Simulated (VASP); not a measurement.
```
CELL_PARAMETERS angstrom
      3.21911     0.00000     0.00000
     -1.60955     2.78783     0.00000
      0.00000     0.00000     4.73367
ATOMIC_POSITIONS crystal
  Hf 0.00000 0.00000 0.00000
  O  0.33333 0.66667 0.20164
  O  0.66667 0.33333 0.79836
```

All values below come from r2SCAN meta-GGA, VASP's PBE PAW potentials (set 64) (plane waves; VASP). Settings: 520 eV cut-off, 9×9×5 Γ-centred mesh, tetrahedra with Blöchl corrections, potentials Hf_pv O.

The path is coarsely sampled, so an indirect gap can come out somewhat too large. Unless said otherwise, spin-orbit coupling is left out, though it shifts the bands of the heavy elements here.

### Question
Predict the energy per atom (σ→0), band gap (over mesh and band path) with the smallest direct gap where there is one.

### Answer

```yaml
band gap (over mesh and band path): 5.15 eV
smallest direct gap (over mesh and band path): 5.60 eV
energy per atom (σ→0): -22.643 eV/atom
```

The absolute energy has meaning only against runs of the same code, potentials and settings.

The structure was generated: HfO2 was put into the CdI2 type (P-3m1), which need not be its known phase. It was relaxed first, which changed the volume by +14 %.
